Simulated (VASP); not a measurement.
These are PBEsol GGA, VASP's PBE PAW potentials (set 64) (plane waves; VASP) values and carry that method's errors.

VASP ran on this input.

**INCAR**
```
# general
SYSTEM  = Mo3Si
PREC    = Accurate
ENCUT   = 500
LREAL   = .FALSE.
LASPH   = .TRUE.

# electronic loop
EDIFF   = 1E-6
NELM    = 100
ALGO    = Normal
LMAXMIX = 4

# smearing
ISMEAR  = 1
SIGMA   = 0.1

# functional
GGA     = PS

# ions
IBRION  = 2
NSW     = 40
ISIF    = 3
EDIFFG  = -0.02
PSTRESS = 200

# output
LWAVE   = .FALSE.
LCHARG  = .FALSE.
```

### POSCAR
```
Mo3Si
1.0
  4.7600863336   0.0000000000   0.0000000000
  0.0000000000   4.7600863336   0.0000000000
  0.0000000000   0.0000000000   4.7600863336
Si Mo
2 6
direct
  0.5000000000   0.5000000000   0.5000000000
  1.0000000000   0.0000000000   0.0000000000
  0.2500000000   1.0000000000   0.5000000000
  0.5000000000   0.2500000000   0.0000000000
  0.5000000000   0.7500000000   1.0000000000
  0.7500000000   1.0000000000   0.5000000000
  1.0000000000   0.5000000000   0.7500000000
  1.0000000000   0.5000000000   0.2500000000
```

File KPOINTS:
```
kpoints
0
gamma
  7 7 7
```

POTCAR, in this order: Si Mo_sv (PBE.64 set). Program: vasp_std.

The run wrote:

**OUTCAR**
```
 ion  position               nearest neighbor table
   1  0.500  0.500  0.500-   3 2.66   4 2.66   5 2.66   6 2.66   7 2.66   8 2.66   4 2.66   5 2.66
                             3 2.66   6 2.66   7 2.66   8 2.66
   2  0.000  0.000  0.000-   3 2.66   4 2.66   5 2.66   6 2.66   7 2.66   8 2.66   3 2.66   6 2.66
                             7 2.66   8 2.66   4 2.66   5 2.66
   3  0.250  0.000  0.500-   6 2.38   6 2.38   1 2.66   2 2.66   1 2.66   2 2.66   8 2.91   5 2.91
                             4 2.91   5 2.91   4 2.91   7 2.91   8 2.91   7 2.91
   4  0.500  0.250  0.000-   5 2.38   5 2.38   1 2.66   1 2.66   2 2.66   2 2.66   8 2.91   3 2.91
                             3 2.91   6 2.91   6 2.91   7 2.91   7 2.91   8 2.91
   5  0.500  0.750  0.000-   4 2.38   4 2.38   1 2.66   1 2.66   2 2.66   2 2.66   8 2.91   3 2.91
                             3 2.91   6 2.91   6 2.91   7 2.91   7 2.91   8 2.91
   6  0.750  0.000  0.500-   3 2.38   3 2.38   1 2.66   2 2.66   1 2.66   2 2.66   8 2.91   4 2.91
                             4 2.91   5 2.91   5 2.91   7 2.91   8 2.91   7 2.91
   7  0.000  0.500  0.750-   8 2.38   8 2.38   1 2.66   2 2.66   2 2.66   1 2.66   3 2.91   4 2.91
                             5 2.91   3 2.91   6 2.91   6 2.91   4 2.91   5 2.91
   8  0.000  0.500  0.250-   7 2.38   7 2.38   1 2.66   2 2.66   2 2.66   1 2.66   3 2.91   4 2.91
                             5 2.91   3 2.91   6 2.91   6 2.91   4 2.91   5 2.91
  LATTYP: Found a simple cubic cell.
 ALAT       =     4.7600863336
 Subroutine PRICEL returns:
 Original cell was already a primitive cell.
 Subroutine GETGRP returns: Found 48 space group operations
The static configuration has the point symmetry T_h .
 The point group associated with its full space group is O_h .
The dynamic configuration has the point symmetry T_h .
...
```

OSZICAR:
```
       N       E                     dE             d eps       ncg     rms          rms(c)
DAV:   1     0.111196634444E+04    0.11120E+04   -0.55294E+04  2208   0.169E+03
DAV:   2    -0.380627951272E+02   -0.11500E+04   -0.11211E+04  2340   0.535E+02
DAV:   3    -0.878644108330E+02   -0.49802E+02   -0.48007E+02  2818   0.100E+02
DAV:   4    -0.889245485183E+02   -0.10601E+01   -0.10478E+01  2688   0.120E+01
DAV:   5    -0.889436748155E+02   -0.19126E-01   -0.19080E-01  2632   0.161E+00    0.554E+01
DAV:   6    -0.851270620591E+02    0.38166E+01   -0.12889E+01  2438   0.171E+01    0.174E+01
DAV:   7    -0.847678180684E+02    0.35924E+00   -0.10633E+00  2768   0.471E+00    0.416E+00
DAV:   8    -0.847142903935E+02    0.53528E-01   -0.12073E-01  2498   0.122E+00    0.501E-01
DAV:   9    -0.847132857538E+02    0.10046E-02   -0.63307E-03  2656   0.302E-01    0.269E-01
DAV:  10    -0.847131743746E+02    0.11138E-03   -0.59284E-04  2756   0.151E-01    0.118E-01
DAV:  11    -0.847131847410E+02   -0.10366E-04   -0.22393E-05  2720   0.255E-02    0.246E-02
DAV:  12    -0.847131815899E+02    0.31511E-05   -0.96012E-06  2523   0.176E-02    0.326E-03
DAV:  13    -0.847131814197E+02    0.17021E-06   -0.17773E-07  1553   0.206E-03
   1 F= -.71249498E+02 E0= -.71248830E+02  d E =-.712495E+02
```

**OUTCAR**
```
------------------------ aborting loop because EDIFF is reached ----------------------------------------
  FORCE on cell =-STRESS in cart. coord.  units (eV):
  Direction    XX          YY          ZZ          XY          YZ          ZX
  --------------------------------------------------------------------------------------
  Total       13.4413458     13.4413458     13.4413458      0.0000000     -0.0000000     -0.0000000
  in kB      199.6681750    199.6681750    199.6681750      0.0000000     -0.0000000     -0.0000000
  external PRESSURE =      -0.3318250 kB  Pullay stress =     200.0000000 kB
  volume of cell :      107.86
      direct lattice vectors                 reciprocal lattice vectors
     4.760086334  0.000000000  0.000000000     0.210080223  0.000000000  0.000000000
     0.000000000  4.760086334  0.000000000     0.000000000  0.210080223  0.000000000
     0.000000000  0.000000000  4.760086334     0.000000000  0.000000000  0.210080223
 POSITION                                       TOTAL-FORCE (eV/Angst)
 -----------------------------------------------------------------------------------
      2.38004      2.38004      2.38004         0.000000      0.000000      0.000000
      0.00000      0.00000      0.00000         0.000000      0.000000      0.000000
      1.19002      0.00000      2.38004         0.000000      0.000000      0.000000
      2.38004      1.19002      0.00000         0.000000     -0.000000     -0.000000
      2.38004      3.57006      0.00000        -0.000000      0.000000      0.000000
      3.57006      0.00000      2.38004        -0.000000     -0.000000     -0.000000
      0.00000      2.38004      3.57006         0.000000      0.000000      0.000000
      0.00000      2.38004      1.19002        -0.000000     -0.000000      0.000000
 -----------------------------------------------------------------------------------
    total drift:                                0.000000      0.000000     -0.000000
  FREE ENERGIE OF THE ION-ELECTRON SYSTEM (eV)
  ---------------------------------------------------
  free  energy   TOTEN  =       -84.7131814197 eV

  energy  without entropy=      -84.7111792738  energy(sigma->0) =      -84.71251404
  enthalpy is  TOTEN    =       -71.2494976659 eV   P V=       13.4636837538

 reached required accuracy - stopping structural energy minimisation
```
(Selected blocks of OUTCAR.)

### OUTCAR
```
 val. band max:       13.9352690490   @ k =   0.4286   0.2857   0.1429

 cond. band min:      13.9934388073   @ k =   0.2857   0.0000   0.0000


 Fermi energy:        13.9380575231

 k-point     1 :       0.0000    0.0000    0.0000
  band No.  band energies     occupation
      1     -47.2660      2.00000
      2     -47.1016      2.00000
      3     -47.1016      2.00000
      4     -46.6665      2.00000
      5     -46.6665      2.00000
      6     -46.6665      2.00000
      7     -22.8251      2.00000
      8     -22.8251      2.00000
      9     -22.5636      2.00000
     10     -21.6053      2.00000
     11     -21.6053      2.00000
     12     -21.6053      2.00000
     13     -20.9581      2.00000
     14     -20.9581      2.00000
     15     -20.9581      2.00000
     16     -20.9109      2.00000
     17     -20.9109      2.00000
     18     -20.9109      2.00000
     19     -20.7491      2.00000
     20     -20.7491      2.00000
     21     -20.7491      2.00000
     22     -19.8412      2.00000
     23     -19.8412      2.00000
     24     -19.8412      2.00000
     25       2.9857      2.00000
     26       4.6354      2.00000
     27       8.0328      2.00000
     28       8.0328      2.00000
     29       8.0328      2.00000
     30       8.5627      2.00000
     31       8.5627      2.00000
     32       8.5627      2.00000
     33       8.9651      2.00000
     34       8.9651      2.00000
     35       9.4142      2.00000
     36      10.5772      2.00000
     37      10.8439      2.00000
     38      10.8439      2.00000
     39      10.8439      2.00000
     40      11.5314      2.00000
     41      11.5314      2.00000
     42      11.5314      2.00000
     43      12.2196      2.00000
     44      12.2196      2.00000
     45      15.3416     -0.00000
     46      15.3416     -0.00000
     47      15.3416     -0.00000
     48      16.4548      0.00000
     49      16.6235      0.00000
     50      16.6235      0.00000
     51      16.8754      0.00000
...
```

The compound is Mo3Si in the A15 structure. It was relaxed first under an external pressure of 20 GPa.
